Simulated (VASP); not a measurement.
Calculation: vdW-DF2, VASP's PBE PAW potentials (set 64) (plane waves; VASP).

The input files of a VASP run:

File KPOINTS:
```
Automatic mesh
0
Gamma
12 12 12
0 0 0
```

### POSCAR
```
Ca
1
    0.0000000000     2.7729848816     2.7729848816
    2.7729848816     0.0000000000     2.7729848816
    2.7729848816     2.7729848816     0.0000000000
Ca
1
Direct
  0.0000000000   0.0000000000   0.0000000000
```

### INCAR
```
# general
SYSTEM   = Ca
PREC     = Accurate
ENCUT    = 520
LREAL    = .FALSE.
LASPH    = .TRUE.

# electronic loop
EDIFF    = 1E-7
NELM     = 100
ALGO     = Normal

# smearing
ISMEAR   = 1
SIGMA    = 0.1

# functional
GGA      = ML
LUSE_VDW = .TRUE.
AGGAC    = 0.0
ZAB_VDW  = -1.8867

# ions
ISIF     = 2

# output
LWAVE    = .FALSE.
LCHARG   = .FALSE.
```

POTCAR, in this order: Ca_sv (PBE.64 set). Program: vasp_std.

The run wrote:

OSZICAR:
```
       N       E                     dE             d eps       ncg     rms          rms(c)
DAV:   1     0.656745583026E+02    0.65675E+02   -0.51694E+03  1296   0.100E+03
DAV:   2     0.208101891171E+01   -0.63594E+02   -0.63298E+02  1348   0.229E+02
DAV:   3     0.701396194151E+00   -0.13796E+01   -0.13712E+01  1987   0.335E+01
DAV:   4     0.646587312744E+00   -0.54809E-01   -0.54776E-01  1946   0.545E+00
DAV:   5     0.644981915245E+00   -0.16054E-02   -0.16048E-02  2054   0.530E-01    0.179E+00
DAV:   6     0.657543097448E+00    0.12561E-01   -0.35096E-02  1584   0.177E+00    0.115E+00
DAV:   7     0.655764909708E+00   -0.17782E-02   -0.29993E-02  1645   0.165E+00    0.200E-01
DAV:   8     0.656081791743E+00    0.31688E-03   -0.34462E-03  1547   0.703E-01    0.338E-02
DAV:   9     0.655983205960E+00   -0.98586E-04   -0.47200E-04  2083   0.191E-01    0.531E-02
DAV:  10     0.656008248201E+00    0.25042E-04   -0.11483E-04  1557   0.132E-01    0.499E-03
DAV:  11     0.656009803643E+00    0.15554E-05   -0.63337E-06  2153   0.203E-02    0.187E-03
DAV:  12     0.656010590382E+00    0.78674E-06   -0.25480E-07  1666   0.406E-03    0.416E-04
DAV:  13     0.656010813522E+00    0.22314E-06   -0.54348E-08   976   0.233E-03    0.568E-04
DAV:  14     0.656010694777E+00   -0.11875E-06   -0.12345E-08   910   0.113E-03    0.148E-04
DAV:  15     0.656010636713E+00   -0.58064E-07   -0.34264E-09   815   0.487E-04
   1 F= 0.65601064E+00 E0= 0.65660906E+00  d E =-.179527E-02
```

File OUTCAR:
```
------------------------ aborting loop because EDIFF is reached ----------------------------------------
  FORCE on cell =-STRESS in cart. coord.  units (eV):
  Direction    XX          YY          ZZ          XY          YZ          ZX
  --------------------------------------------------------------------------------------
  Total       -0.1309798     -0.1309798     -0.1309798     -0.0000000      0.0000000     -0.0000000
  in kB       -4.9208749     -4.9208749     -4.9208749     -0.0000000      0.0000000     -0.0000000
  external PRESSURE =      -4.9208749 kB  Pullay stress =       0.0000000 kB
  volume of cell :       42.65
      direct lattice vectors                 reciprocal lattice vectors
     0.000000000  2.772984882  2.772984882    -0.180311116  0.180311116  0.180311116
     2.772984882  0.000000000  2.772984882     0.180311116 -0.180311116  0.180311116
     2.772984882  2.772984882  0.000000000     0.180311116  0.180311116 -0.180311116
 POSITION                                       TOTAL-FORCE (eV/Angst)
 -----------------------------------------------------------------------------------
      0.00000      0.00000      0.00000        -0.000000     -0.000000     -0.000000
 -----------------------------------------------------------------------------------
    total drift:                               -0.000000     -0.000000     -0.000000
  FREE ENERGIE OF THE ION-ELECTRON SYSTEM (eV)
  ---------------------------------------------------
  free  energy   TOTEN  =         0.6560106367 eV

  energy  without entropy=        0.6578059073  energy(sigma->0) =        0.65660906
```
(Selected blocks of OUTCAR.)

OUTCAR:
```
 val. band max:        1.8563467147   @ k =   0.5000   0.0833   0.0000

 cond. band min:       1.8818083148   @ k =  -0.3333   0.3333   0.1667


 Fermi energy:         1.8672686953

 k-point     1 :       0.0000    0.0000    0.0000
  band No.  band energies     occupation
      1     -40.3451      2.00000
      2     -21.2728      2.00000
      3     -21.2728      2.00000
      4     -21.2728      2.00000
      5      -2.1127      2.00000
      6       3.9836      0.00000
      7       3.9836      0.00000
      8       3.9836      0.00000
      9       4.9801      0.00000

 k-point     2 :       0.0833    0.0000    0.0000
  band No.  band energies     occupation
      1     -40.3442      2.00000
      2     -21.2818      2.00000
      3     -21.2740      2.00000
      4     -21.2740      2.00000
      5      -1.9944      2.00000
      6       3.8698      0.00000
      7       4.0272      0.00000
      8       4.0272      0.00000
      9       4.9450      0.00000

 k-point     3 :       0.1667    0.0000    0.0000
  band No.  band energies     occupation
      1     -40.3418      2.00000
      2     -21.3062      2.00000
      3     -21.2774      2.00000
      4     -21.2774      2.00000
      5      -1.6475      2.00000
      6       3.5708     -0.00000
      7       4.1120      0.00000
      8       4.1120      0.00000
      9       4.9013      0.00000

 k-point     4 :       0.2500    0.0000    0.0000
  band No.  band energies     occupation
      1     -40.3386      2.00000
      2     -21.3394      2.00000
      3     -21.2820      2.00000
      4     -21.2820      2.00000
      5      -1.0979      2.00000
      6       3.1647     -0.00000
      7       4.1121      0.00000
      8       4.1121      0.00000
      9       5.0027      0.00000

 k-point     5 :       0.3333    0.0000    0.0000
  band No.  band energies     occupation
      1     -40.3354      2.00000
      2     -21.3723      2.00000
      3     -21.2866      2.00000
...
```

The compound is Ca in the fcc structure. This cell is one point of a volume scan, at 1.03 of the reference volume.
